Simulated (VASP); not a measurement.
Consider the following.

```
KTaO3
1.0
    3.95856     0.00000     0.00000
    0.00000     3.95856     0.00000
    0.00000     0.00000     3.95856
K Ta O
1 1 3
Direct
  0.00000   0.00000   0.00000
  0.50000   0.50000   0.50000
  0.50000   0.00000   0.50000
  0.00000   0.50000   0.50000
  0.50000   0.50000   0.00000
```

Level of theory: LDA (Ceperley-Alder, Perdew-Zunger), VASP's LDA PAW potentials (set 64) (plane waves; VASP 6.6.1). Run with 620 eV cut-off, 6×6×6 Γ-centred mesh, Gaussian smearing of 0.050 eV, potentials K_sv Ta_pv O.

Energy and stress use the plane-wave basis of the starting cell.

Problem. The ions, cell shape and volume at an external pressure of 5.0 GPa are relaxed. Which structure does the run end with?

Solution. 
```
KTaO3
1.0
    3.93017     0.00000     0.00000
    0.00000     3.93017     0.00000
    0.00000     0.00000     3.93017
K Ta O
1 1 3
Direct
  0.00000   0.00000   0.00000
  0.50000   0.50000   0.50000
  0.50000   0.00000   0.50000
  0.00000   0.50000   0.50000
  0.50000   0.50000   0.00000
```
Space group Pm-3m (221), at a tolerance of 0.03 Å.

Problem. How do energy and volume change from the first to the last step?

Solution. The energy (σ→0) changes by +4.0 meV/atom and the volume by -2.1 %, in 3 ionic steps.

| step | E(σ→0) (eV) | max force (eV/Å) | pressure (GPa) | volume (Å³) |
|---|---|---|---|---|
| 1 | -45.0691 | 0.000 | 0.01 | 62.03 |
| 2 | -44.9278 | 0.000 | 13.99 | 58.62 |
| 3 | -45.0490 | 0.000 | 4.95 | 60.71 |

The compound is KTaO3 in the cubic perovskite structure. This run relaxes it under an external pressure of 5 GPa. Symmetry was kept, so distortions that lower it aren't found.
